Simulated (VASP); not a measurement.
**ZnO: energy against strain**

ZnO (wurtzite, P6_3mc, 11.424 Å³/atom and stress up to 0.27 GPa in the relaxed cell, c along z) under a strain ε along c (axis z), the other axes held. LDA in VASP (plane waves, PAW), 600 eV, 12×12×6 Γ-centred mesh, Gaussian smearing 0.05 eV; ions are relaxed, or left where forces stay under 0.02 eV/Å, within the symmetry of each cell.

Here s stands for strain and y for E less E0.

```csv
strain (%),E less E0 (meV/atom)
-3.00,?
-1.50,2.05
-1.00,0.94
-0.50,0.26
0.00,0.00
0.50,0.16
1.00,0.76
1.50,1.77
```

Taking a parabola for y over the 7 complete rows: Least squares gives y = -0.001 - 0.0929·s + 0.8495·s². Residuals (row less fit): 0.000, -0.001, 0.002, 0.001, -0.005, 0.004, -0.001; standard error 0.004 (degrees of freedom: 4). Twice the quadratic coefficient over the volume, 2 × 0.8495 meV × 10⁴ × 0.1602 / 11.424 Å³, is the elastic constant C33 = 238.3 ± 0.4 GPa (± standard error of the fit, which holds the terms cut off).

**Question.** Predict the withheld y at s = -3.00 from the fit, and compare with the calculation.

**Answer.** y = -0.001 - 0.0929 × (-3.0) + 0.8495 × (-3.0)² = 7.923 meV/atom. The calculation gives 7.88 meV/atom, 0.043 meV/atom below the prediction (0.5 % of the range of y in the table). The row lies outside the fitted rows, so this is an extrapolation. The scatter of the fitted rows lies at the last printed digit.

A polynomial of degree 3 through the 12 other runs of the series gives 7.89 there, so most of the miss is curvature that the fit leaves out. Rows are the converged runs of the series near zero and its far end; series whose fitted rows scatter by over a few per cent of the range, as at a crossing or softening among them, aren't shown in this form, nor equations of state whose B0' disagrees with the runs' pressures. Most that stay on the fit to the last digits aren't either.
